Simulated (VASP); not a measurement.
The cell holds one KCl (rock salt) (110) slab, with vacuum along c, ions free to move until forces fall under 0.03 eV/Å, no reconstruction beyond this cell, dipole correction on. Ionisation potential and electron affinity count from the cell's own band edges, surface states included.

Consider the following.

```xyz
12
Lattice="4.4182 0.0000 0.0000 0.0000 6.2483 0.0000 0.0000 0.0000 28.1553" Properties=species:S:1:pos:R:3 pbc="T T T"
K      0.0000     0.0000     8.6348
K      2.2091     3.1242    10.7002
K      0.0000     0.0000    12.9817
K      2.2091     3.1242    15.1736
K      0.0000     0.0000    17.4552
K      2.2091     3.1242    19.5205
Cl     2.2091     0.0000    10.7052
Cl     0.0000     3.1242     8.5796
Cl     2.2091     0.0000    15.1673
Cl     0.0000     3.1242    12.9880
Cl     2.2091     0.0000    19.5758
Cl     0.0000     3.1242    17.4501
```

These are PBEsol GGA, VASP's PBE PAW potentials (set 64) (plane waves; VASP) values and carry that method's errors. Numerical set-up: 400 eV cut-off, 5×3×1 Γ-centred mesh, Gaussian smearing of 0.050 eV, potentials K_sv Cl.

Slab and bulk use different k-meshes, so the surface energy is good to a few per cent at best.

### Question
Predict its surface energy, ionisation potential, electron affinity, band gap (on the k-mesh).

### Answer

```
Item                         Result
------------------------  ---------
surface energy            0.27 J/m²
ionisation potential        5.79 eV
electron affinity           1.36 eV
band gap (on the k-mesh)    4.43 eV
```

The cell is a thin slab with vacuum, built from KCl (rock salt): (110) face.
